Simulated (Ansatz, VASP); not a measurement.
# ZnS (Wurtzite-2H): VASP beside Ansatz, part 2 of 3

Aim: how closely do two programs agree when they are given the same cell, functional and k mesh? The cell is taken from a series of runs on this material, whose earlier steps may have relaxed, scaled, displaced or heated it; both programs get it as it stands.

VASP 6.6.1 and Ansatz 0.2.0.

So far: Set-up; VASP: zone-centre phonons, LDA.

## 2. VASP: zone-centre phonons, LDA (continued)

Level of this step: LDA; plane waves and PAW (S, Zn) (VASP).

From OUTCAR (step 2):

```text
ion  position               nearest neighbor table
   1  0.333  0.667  0.379-   4 2.28   4 2.28   4 2.28   3 2.28
   2  0.667  0.333  0.879-   3 2.28   3 2.28   3 2.28   4 2.28
   3  0.333  0.667  0.006-   2 2.28   2 2.28   2 2.28   1 2.28
   4  0.667  0.333  0.506-   1 2.28   1 2.28   1 2.28   2 2.28

  LATTYP: Found a hexagonal cell.
 ALAT       =     3.7120473593
 C/A-ratio  =     1.6446382128

 Subroutine GETGRP returns: Found 12 space group operations
 (whereof  6 operations were pure point group operations)

The static configuration has the point symmetry C_3v.
 The point group associated with its full space group is C_6v.

 Found     95 irreducible k-points:

   k-points           NKPTS =     95   k-points in BZ     NKDIM =     95   number of bands    NBANDS=     24

   dimension x,y,z NGX =    28 NGY =   28 NGZ =   48
   dimension x,y,z NGXF=    56 NGYF=   56 NGZF=   96

   ENCUT  =  500.0 eV  36.75 Ry    6.06 a.u.   6.77  6.77 11.13*2*pi/ulx,y,z

   NELECT =      36.0000    total number of electrons

 k-points in reciprocal lattice and weights: Automatic mesh
   0.00000000  0.00000000  0.00000000       0.001
   0.08333333 -0.00000000  0.00000000       0.005
   0.16666667 -0.00000000  0.00000000       0.005
   0.25000000 -0.00000000  0.00000000       0.005
   0.33333333 -0.00000000  0.00000000       0.005
   0.41666667 -0.00000000  0.00000000       0.005
   0.50000000 -0.00000000  0.00000000       0.003
   0.08333333  0.08333333  0.00000000       0.005
   0.16666667  0.08333333  0.00000000       0.010
[...]
-1.856023680  3.214727313  0.000000000     0.000000000  0.311068375  0.000000000
     0.000000000  0.000000000  6.104974935     0.000000000  0.000000000  0.163800836

 POSITION                                       TOTAL-FORCE (eV/Angst)
 -----------------------------------------------------------------------------------
      0.00000      2.14315      2.31539         0.000000     -0.000000     -0.000209
      1.85602      1.07158      5.36788         0.000000      0.000000     -0.000209
      0.00000      2.14315      0.03503        -0.000000      0.000000      0.000209
      1.85602      1.07158      3.08752        -0.000000      0.000000      0.000209
 -----------------------------------------------------------------------------------
    total drift:                               -0.000001     -0.000001      0.000067

 MACROSCOPIC STATIC DIELECTRIC TENSOR (including local field effects in DFT)
 ------------------------------------------------------
           6.006939     0.000000    -0.000000
           0.000000     6.006939     0.000000
           0.000000     0.000000     6.140899
 ------------------------------------------------------

 PIEZOELECTRIC TENSOR (including local field effects)  for field in x, y, z        (C/m^2)
          XX          YY          ZZ          XY          YZ          ZX
  --------------------------------------------------------------------------------
  x     0.00000    -0.00000     0.00000     0.00000     0.00000     0.36803
  y    -0.00000    -0.00000     0.00000     0.00000     0.36803     0.00000
  z     0.34093     0.34093    -0.72376     0.00000    -0.00000     0.00000

 BORN EFFECTIVE CHARGES (including local field effects) (in |e|, cummulative output)
 ---------------------------------------------------------------------------------
 ion    1
    1    -1.81632    -0.00000     0.00000
    2    -0.00000    -1.81632    -0.00000
    3     0.00000    -0.00000    -1.92439
 ion    2
    1    -1.81632    -0.00000     0.00000
    2    -0.00000    -1.81632     0.00000
    3    -0.00000     0.00000    -1.92439
 ion    3
    1     1.81632     0.00000    -0.00000
    2     0.00000     1.81632     0.00000
    3    -0.00000     0.00000     1.92439
 ion    4
    1     1.81632     0.00000     0.00000
    2     0.00000     1.81632    -0.00000
    3     0.00000    -0.00000     1.92439

 Eigenvectors and eigenvalues of the dynamical matrix
 ----------------------------------------------------

   1 f  =   10.806079 THz    67.896597 2PiTHz  360.451998 cm-1    44.690332 meV
             X         Y         Z           dx          dy          dz
      0.000000  2.143152  2.315388    -0.000000   -0.000000    0.691137
      1.856024  1.071576  5.367875     0.000000    0.000000   -0.691137
      0.000000  2.143152  0.035028    -0.000000   -0.000000   -0.149429
      1.856024  1.071576  3.087515     0.000000    0.000000    0.149429

   2 f  =    9.328335 THz    58.611655 2PiTHz  311.159752 cm-1    38.578875 meV
             X         Y         Z           dx          dy          dz
      0.000000  2.143152  2.315388    -0.448150   -0.407673    0.000000
      1.856024  1.071576  5.367875     0.448150    0.407673    0.000000
      0.000000  2.143152  0.035028    -0.269734   -0.245372   -0.000000
      1.856024  1.071576  3.087515     0.269734    0.245372   -0.000000

   3 f  =    9.328335 THz    58.611655 2PiTHz  311.159752 cm-1    38.578875 meV
             X         Y         Z           dx          dy          dz
      0.000000  2.143152  2.315388     0.407673   -0.448150    0.000000
      1.856024  1.071576  5.367875    -0.407673    0.448150    0.000000
      0.000000  2.143152  0.035028     0.245372   -0.269734   -0.000000
      1.856024  1.071576  3.087515    -0.245372    0.269734   -0.000000

   4 f  =    9.135138 THz    57.397766 2PiTHz  304.715408 cm-1    37.779879 meV
             X         Y         Z           dx          dy          dz
      0.000000  2.143152  2.315388    -0.428449   -0.389753    0.000000
      1.856024  1.071576  5.367875    -0.428449   -0.389753    0.000000
      0.000000  2.143152  0.035028     0.300043    0.272944   -0.000000
      1.856024  1.071576  3.087515     0.300043    0.272944   -0.000000

   5 f  =    9.135138 THz    57.397766 2PiTHz  304.715408 cm-1    37.779879 meV
             X         Y         Z           dx          dy          dz
      0.000000  2.143152  2.315388    -0.389753    0.428449   -0.000000
      1.856024  1.071576  5.367875    -0.389753    0.428449   -0.000000
      0.000000  2.143152  0.035028     0.272944   -0.300043    0.000000
      1.856024  1.071576  3.087515     0.272944   -0.300043    0.000000

   6 f  =    9.049691 THz    56.860887 2PiTHz  301.865208 cm-1    37.426499 meV
             X         Y         Z           dx          dy          dz
      0.000000  2.143152  2.315388     0.000000    0.000000    0.579090
      1.856024  1.071576  5.367875    -0.000000    0.000000    0.579090
      0.000000  2.143152  0.035028     0.000000   -0.000000   -0.405777
      1.856024  1.071576  3.087515    -0.000000   -0.000000   -0.405777

   7 f  =    6.121787 THz    38.464324 2PiTHz  204.200846 cm-1    25.317667 meV
             X         Y         Z           dx          dy          dz
      0.000000  2.143152  2.315388     0.000000   -0.000000    0.149429
      1.856024  1.071576  5.367875     0.000000   -0.000000   -0.149429
      0.000000  2.143152  0.035028    -0.000000    0.000000    0.691137
      1.856024  1.071576  3.087515     0.000000   -0.000000   -0.691137

   8 f  =    2.029324 THz    12.750617 2PiTHz   67.690954 cm-1     8.392605 meV
             X         Y         Z           dx          dy          dz
      0.000000  2.143152  2.315388     0.269755    0.245349    0.000000
      1.856024  1.071576  5.367875    -0.269755   -0.245349    0.000000
      0.000000  2.143152  0.035028    -0.448184   -0.407636    0.000000
      1.856024  1.071576  3.087515     0.448184    0.407636    0.000000

   9 f  =    2.029324 THz    12.750617 2PiTHz   67.690954 cm-1     8.392605 meV
             X         Y         Z           dx          dy          dz
      0.000000  2.143152  2.315388     0.245349   -0.269755   -0.000000
      1.856024  1.071576  5.367875    -0.245349    0.269755   -0.000000
      0.000000  2.143152  0.035028    -0.407636    0.448184    0.000000
      1.856024  1.071576  3.087515     0.407636   -0.448184    0.000000

  10 f/i=    0.000171 THz     0.001074 2PiTHz    0.005704 cm-1     0.000707 meV
             X         Y         Z           dx          dy          dz
      0.000000  2.143152  2.315388     0.404459    0.030605    0.000000
      1.856024  1.071576  5.367875     0.404459    0.030605    0.000000
      0.000000  2.143152  0.035028     0.577552    0.043703    0.000000
      1.856024  1.071576  3.087515     0.577552    0.043703    0.000000

  11 f/i=    0.000171 THz     0.001074 2PiTHz    0.005704 cm-1     0.000707 meV
             X         Y         Z           dx          dy          dz
      0.000000  2.143152  2.315388    -0.030605    0.404459    0.000000
      1.856024  1.071576  5.367875    -0.030605    0.404459    0.000000
      0.000000  2.143152  0.035028    -0.043703    0.577552    0.000000
      1.856024  1.071576  3.087515    -0.043703    0.577552    0.000000

  12 f/i=    0.002689 THz     0.016894 2PiTHz    0.089685 cm-1     0.011120 meV
             X         Y         Z           dx          dy          dz
      0.000000  2.143152  2.315388    -0.000000   -0.000000    0.405777
      1.856024  1.071576  5.367875    -0.000000   -0.000000    0.405777
      0.000000  2.143152  0.035028    -0.000000   -0.000000    0.579090
      1.856024  1.071576  3.087515    -0.000000   -0.000000    0.579090

 MACROSCOPIC STATIC DIELECTRIC TENSOR IONIC CONTRIBUTION
 ------------------------------------------------------
           2.230792     0.000000     0.000000
           0.000000     2.230792     0.000000
           0.000000     0.000000     2.551123
 ------------------------------------------------------

 ELASTIC MODULI CONTR FROM IONIC RELAXATION (kBar)
 Direction    XX          YY          ZZ          XY          YZ          ZX
 --------------------------------------------------------------------------------
 XX        -431.8808    169.0897    237.6483     -0.0000     -0.0000     -0.0000
 YY         169.0897   -431.8808    237.6483     -0.0000     -0.0000      0.0000
 ZZ         237.6483    237.6483   -429.8221      0.0000      0.0000      0.0000
 XY          -0.0000     -0.0000      0.0000   -300.4853      0.0000     -0.0000
 YZ           0.0000      0.0000      0.0000     -0.0000   -118.8217     -0.0000
 ZX          -0.0000      0.0000      0.0000     -0.0000     -0.0000   -134.9209
 --------------------------------------------------------------------------------

 PIEZOELECTRIC TENSOR IONIC CONTR  for field in x, y, z        (C/m^2)
          XX          YY          ZZ          XY          YZ          ZX
  --------------------------------------------------------------------------------
  x    -0.00000     0.00000     0.00000    -0.00000    -0.00000    -0.51623
  y    -0.00000     0.00000     0.00000    -0.00000    -0.48445    -0.00000
  z    -0.54479    -0.54479     0.98533    -0.00000    -0.00000    -0.00000
```

(Continued in part 3 of 3.)

[Lines on the potential files, build, host, timing and source positions are cut from VASP's logs without a mark.]

[Logs are printed without paths, hosts, clocks, repeated set-up lines and the standing remarks that a program may print on its own settings, such as how far it seeks lower states.]

[Hosts, paths, dates, database ids (printed as entryN), source tags and the programs' standing remarks are cut or masked in the printed files.]
